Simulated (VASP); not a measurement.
Output of a VASP run:

OSZICAR:
```
       N       E                     dE             d eps       ncg     rms          rms(c)
DAV:   1     0.557909000748E+02    0.55791E+02   -0.66120E+03   848   0.984E+02
DAV:   2    -0.873158975629E+01   -0.64522E+02   -0.62101E+02  1064   0.198E+02
DAV:   3    -0.124689201728E+02   -0.37373E+01   -0.36990E+01  1220   0.394E+01
DAV:   4    -0.126445043246E+02   -0.17558E+00   -0.17537E+00  1232   0.865E+00
DAV:   5    -0.126494422357E+02   -0.49379E-02   -0.49372E-02  1200   0.130E+00    0.243E+01
DAV:   6    -0.121023553245E+02    0.54709E+00   -0.12859E+00   984   0.609E+00    0.170E+01
DAV:   7    -0.120857997129E+02    0.16556E-01   -0.11054E+00  1220   0.539E+00    0.292E+00
DAV:   8    -0.120540533653E+02    0.31746E-01   -0.34068E-01   952   0.339E+00    0.361E-01
DAV:   9    -0.120524513475E+02    0.16020E-02   -0.23966E-02  1060   0.102E+00    0.160E-01
DAV:  10    -0.120525656030E+02   -0.11426E-03   -0.12109E-03  1236   0.237E-01    0.141E-01
DAV:  11    -0.120525637397E+02    0.18633E-05   -0.13404E-04  1304   0.833E-02    0.362E-02
DAV:  12    -0.120525696675E+02   -0.59278E-05   -0.31151E-05  1288   0.300E-02    0.120E-02
DAV:  13    -0.120525685449E+02    0.11226E-05   -0.95032E-06  1076   0.183E-02    0.573E-03
DAV:  14    -0.120525685155E+02    0.29394E-07   -0.40919E-07   740   0.464E-03
   1 F= -.12052569E+02 E0= -.12052813E+02  d E =-.120526E+02
```

OUTCAR:
```
------------------------ aborting loop because EDIFF is reached ----------------------------------------
  FORCE on cell =-STRESS in cart. coord.  units (eV):
  Direction    XX          YY          ZZ          XY          YZ          ZX
  --------------------------------------------------------------------------------------
  Total       -0.0125130     -0.0125130     -0.0125130      0.0000000      0.0000000      0.0000000
  in kB       -0.2578834     -0.2578834     -0.2578834      0.0000000      0.0000000      0.0000000
  external PRESSURE =      -0.2578834 kB  Pullay stress =       0.0000000 kB
  volume of cell :       77.74
      direct lattice vectors                 reciprocal lattice vectors
     0.000000000  3.387450066  3.387450066    -0.147603652  0.147603652  0.147603652
     3.387450066  0.000000000  3.387450066     0.147603652 -0.147603652  0.147603652
     3.387450066  3.387450066  0.000000000     0.147603652  0.147603652 -0.147603652
 POSITION                                       TOTAL-FORCE (eV/Angst)
 -----------------------------------------------------------------------------------
      0.00000      0.00000      0.00000         0.000000     -0.000000      0.000000
      1.69373      1.69373      1.69373        -0.000000      0.000000     -0.000000
 -----------------------------------------------------------------------------------
    total drift:                                0.000000      0.000000      0.000000
  FREE ENERGIE OF THE ION-ELECTRON SYSTEM (eV)
  ---------------------------------------------------
  free  energy   TOTEN  =       -12.0525685155 eV

  energy  without entropy=      -12.0533020822  energy(sigma->0) =      -12.05281304

 reached required accuracy - stopping structural energy minimisation
```
(Selected blocks of OUTCAR.)

### POSCAR
```
YTe
1
   -0.0000000000     3.3874500660     3.3874500660
    3.3874500660    -0.0000000000     3.3874500660
    3.3874500660     3.3874500660    -0.0000000000
Y Te
1 1
Direct
  0.0000000000   0.0000000000   0.0000000000
  0.2500000000   0.2500000000   0.2500000000
```

Question: Write an INCAR and KPOINTS that could have produced this output.

Answer: One answer among several that fit: the input of the run itself, PBEsol GGA, plane waves, VASP's PBE PAW potentials (set 64).

**INCAR**
```
# general
SYSTEM =YTe
PREC   =Accurate
ENCUT  =400
LREAL  =F   # projection in real space or not
LASPH  =T   # aspherical one-centre terms

# electronic loop
EDIFF  =1E-6   # SCF stop (eV)
NELM   =100   # most electronic steps
ALGO   =Normal   # blocked Davidson
LMAXMIX=4   # l cut-off of mixed one-centre charges

# smearing
ISMEAR =1   # Methfessel-Paxton
SIGMA  =0.1   # width (eV)

# functional
GGA    =PS   # PBEsol

# ions
IBRION =2
NSW    =60   # most ionic steps
ISIF   =3
EDIFFG =-0.01   # ionic stop

# output
LWAVE  =F
LCHARG =F
```

KPOINTS:
```
Automatic mesh
0
Gamma
9 9 9
0 0 0
```

POTCAR, in this order: Y_sv Te (PBE.64 set). Program: vasp_std.

The structure was generated: YTe was put into the zinc blende type (F-43m), which need not be its known phase. It was relaxed first, which changed the volume by -28 %. The start is the result of an earlier pass. The electron count is odd and the run is not spin-polarised, which forces a metal.
